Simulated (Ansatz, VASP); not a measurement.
## Al3BAs2 in VASP and in Ansatz

```
CELL_PARAMETERS angstrom
4.29780 0.00000 0.00000
0.00000 4.29780 0.00000
0.00000 0.00000 5.93235
ATOMIC_POSITIONS crystal
Al 0.00000 0.00000 0.67687
Al 0.50000 0.00000 0.97078
Al 0.00000 0.50000 0.97078
B 0.50000 0.50000 0.88498
As 0.00000 0.00000 0.25700
As 0.50000 0.50000 0.28906
```

Alike in both runs: functional PBE; k mesh 4 × 4 × 4; occupations gaussian, width 0.1 eV; no spin polarisation.

Ansatz relaxed the structure, and its values are those at the end. VASP's run is a single point on that final structure, the one shown.

|  | VASP | Ansatz |
| --- | --- | --- |
| version | VASP 6.6.1 | Ansatz 0.2.0 |
| potentials or method | VASP PAW PBE potentials, release 64 (Al, B, As) | scalar-relativistic, plane waves, PAW |
| plane-wave cutoff (eV) | 520 | 420 |
| valence electrons in the cell | 22 | 42 |

Ansatz gave:

* gap on the k mesh at the Fermi level (eV): none
* pressure (GPa): 0.0
* rms of the force components (eV/Å): 0.003

Problem. Estimate VASP's values.

Solution. gap on the k mesh at the Fermi level (eV): none; pressure (GPa): 0.1; rms of the force components (eV/Å): 0.009.

A gap of «none» marks a metal or a gap that the smearing closes. The two sets of potentials don't hold the same shells in valence.

Caveats: the k mesh is coarse (spacing up to 0.37 Å⁻¹), so the values aren't converged.
